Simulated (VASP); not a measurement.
Output of a VASP run:

File OSZICAR:
```
...
DAV:  10    -0.221015232771E+02    0.21063E-06   -0.16926E-07   440   0.356E-03
  10 F= -.22101523E+02 E0= -.22101523E+02  d E =-.164250E-02
       N       E                     dE             d eps       ncg     rms          rms(c)
DAV:   1    -0.221038180162E+02   -0.22945E-02   -0.17591E-01  1080   0.446E+00    0.496E-01
DAV:   2    -0.221015455159E+02    0.22725E-02   -0.17272E-02  1056   0.120E+00    0.209E-01
DAV:   3    -0.221012820824E+02    0.26343E-03   -0.40653E-03  1080   0.421E-01    0.617E-02
DAV:   4    -0.221015470614E+02   -0.26498E-03   -0.17659E-03  1136   0.200E-01    0.617E-02
DAV:   5    -0.221016700737E+02   -0.12301E-03   -0.49103E-04  1320   0.134E-01    0.646E-02
DAV:   6    -0.221016548351E+02    0.15239E-04   -0.50106E-05  1352   0.538E-02    0.366E-02
DAV:   7    -0.221016907915E+02   -0.35956E-04   -0.11417E-04   896   0.105E-01    0.466E-02
DAV:   8    -0.221016936665E+02   -0.28750E-05   -0.20068E-05  1008   0.484E-02    0.279E-02
DAV:   9    -0.221016916681E+02    0.19984E-05   -0.30910E-06   880   0.121E-02    0.192E-02
DAV:  10    -0.221016910399E+02    0.62818E-06   -0.37166E-06  1064   0.119E-02
  11 F= -.22101691E+02 E0= -.22101691E+02  d E =-.167763E-03
       N       E                     dE             d eps       ncg     rms          rms(c)
DAV:   1    -0.221019584271E+02   -0.26676E-03   -0.19074E-02  1080   0.147E+00    0.162E-01
DAV:   2    -0.221017470326E+02    0.21139E-03   -0.18565E-03  1064   0.391E-01    0.665E-02
DAV:   3    -0.221017133975E+02    0.33635E-04   -0.42990E-04  1088   0.135E-01    0.204E-02
DAV:   4    -0.221017321588E+02   -0.18761E-04   -0.16891E-04  1136   0.635E-02    0.190E-02
DAV:   5    -0.221017419017E+02   -0.97429E-05   -0.52025E-05  1288   0.428E-02    0.204E-02
DAV:   6    -0.221017408163E+02    0.10854E-05   -0.54968E-06  1192   0.181E-02    0.115E-02
DAV:   7    -0.221017400768E+02    0.73949E-06   -0.10816E-05   896   0.326E-02    0.139E-02
DAV:   8    -0.221017390751E+02    0.10017E-05   -0.17071E-06   616   0.146E-02    0.874E-03
DAV:   9    -0.221017384669E+02    0.60816E-06   -0.39693E-07   432   0.592E-03
  12 F= -.22101738E+02 E0= -.22101738E+02  d E =-.215190E-03
       N       E                     dE             d eps       ncg     rms          rms(c)
DAV:   1    -0.221017395425E+02   -0.46743E-06   -0.27585E-04  1080   0.174E-01    0.182E-02
DAV:   2    -0.221017349763E+02    0.45662E-05   -0.26465E-05  1120   0.454E-02    0.693E-03
DAV:   3    -0.221017347639E+02    0.21240E-06   -0.49625E-06   944   0.147E-02
  13 F= -.22101735E+02 E0= -.22101735E+02  d E =-.211487E-03
       N       E                     dE             d eps       ncg     rms          rms(c)
DAV:   1    -0.221017364060E+02   -0.14298E-05   -0.49560E-05  1144   0.731E-02    0.905E-03
DAV:   2    -0.221017371811E+02   -0.77505E-06   -0.81204E-06  1136   0.233E-02
  14 F= -.22101737E+02 E0= -.22101737E+02  d E =-.213904E-03
       N       E                     dE             d eps       ncg     rms          rms(c)
DAV:   1    -0.221017443565E+02   -0.79505E-05   -0.75224E-03  1016   0.821E-01    0.309E-02
DAV:   2    -0.221017929498E+02   -0.48593E-04   -0.32598E-04   912   0.149E-01    0.151E-02
DAV:   3    -0.221017938134E+02   -0.86365E-06   -0.27209E-05  1312   0.397E-02    0.654E-03
DAV:   4    -0.221017941833E+02   -0.36993E-06   -0.88228E-06  1368   0.232E-02
  15 F= -.22101794E+02 E0= -.22101794E+02  d E =-.570022E-04
```

**OUTCAR**
```
------------------------ aborting loop because EDIFF is reached ----------------------------------------
  FORCE on cell =-STRESS in cart. coord.  units (eV):
  Direction    XX          YY          ZZ          XY          YZ          ZX
  --------------------------------------------------------------------------------------
  Total        0.0078459      0.0078459      0.0357489      0.0000000      0.0000000      0.0000000
  in kB        0.1930629      0.1930629      0.8796649      0.0000000      0.0000000      0.0000000
  external PRESSURE =       0.4219302 kB  Pullay stress =       0.0000000 kB
  volume of cell :       65.11
      direct lattice vectors                 reciprocal lattice vectors
     4.007546835  0.000000000  0.000000000     0.249529211  0.000000000  0.000000000
     0.000000000  4.007546835  0.000000000     0.000000000  0.249529211 -0.000000000
     0.000000000  0.000000000  4.054135194     0.000000000 -0.000000000  0.246661730
 POSITION                                       TOTAL-FORCE (eV/Angst)
 -----------------------------------------------------------------------------------
      0.00000      0.00000      4.05223         0.000000     -0.000000     -0.019933
      2.00377      2.00377      2.07627         0.000000      0.000000      0.012160
      2.00377      2.00377      3.97006         0.000000     -0.000000     -0.003174
      4.00755      2.00377      1.97248         0.000000      0.000000      0.005473
      2.00377      0.00000      1.97248         0.000000      0.000000      0.005473
 -----------------------------------------------------------------------------------
    total drift:                                0.000000      0.000000     -0.000427
  FREE ENERGIE OF THE ION-ELECTRON SYSTEM (eV)
  ---------------------------------------------------
  free  energy   TOTEN  =       -22.1017941833 eV

  energy  without entropy=      -22.1017941833  energy(sigma->0) =      -22.10179418

 reached required accuracy - stopping structural energy minimisation
```
(Selected blocks of OUTCAR.)

**POSCAR**
```
BaTiO3
1
    3.9643644387     0.0000000000     0.0000000000
    0.0000000000     3.9643644387     0.0000000000
    0.0000000000    -0.0000000000     4.0827869269
Ba Ti O
1 1 3
Direct
  1.0000000000   0.0000000000   0.0034388627
  0.5000000000   0.5000000000   0.5215175888
  0.5000000000   0.5000000000   0.9712792185
  1.0000000000   0.5000000000   0.4838821650
  0.5000000000   1.0000000000   0.4838821650
```

### Question
Write an INCAR and KPOINTS that could have produced this output.

### Answer
One answer among several that fit: the input of the run itself, revTPSS meta-GGA, plane waves, VASP's PBE PAW potentials (set 64).

KPOINTS:
```
Automatic mesh
0
Gamma
5 5 5
0 0 0
```

**INCAR**
```
! general
SYSTEM  = BaTiO3
PREC    = Accurate
ENCUT   = 520
LREAL   = .FALSE.
LASPH   = .TRUE.   ! aspherical one-centre terms

! electronic loop
EDIFF   = 1E-6
NELM    = 100   ! most electronic steps
ALGO    = Normal
LMAXMIX = 4
LMIXTAU = .TRUE.

! smearing
ISMEAR  = 0   ! Gaussian
SIGMA   = 0.05

! functional
METAGGA = RTPSS

! ions
IBRION  = 2   ! conjugate gradients
NSW     = 60
ISIF    = 3   ! ions, shape and volume
EDIFFG  = -0.02

! output
LWAVE   = .FALSE.
LCHARG  = .FALSE.
```

POTCAR, in this order: Ba_sv Ti_sv O (PBE.64 set). Program: vasp_std.

The compound is BaTiO3 in the tetragonal perovskite structure. This run relaxes it. Symmetry was kept, so distortions that lower it aren't found. The start is the result of an earlier pass.
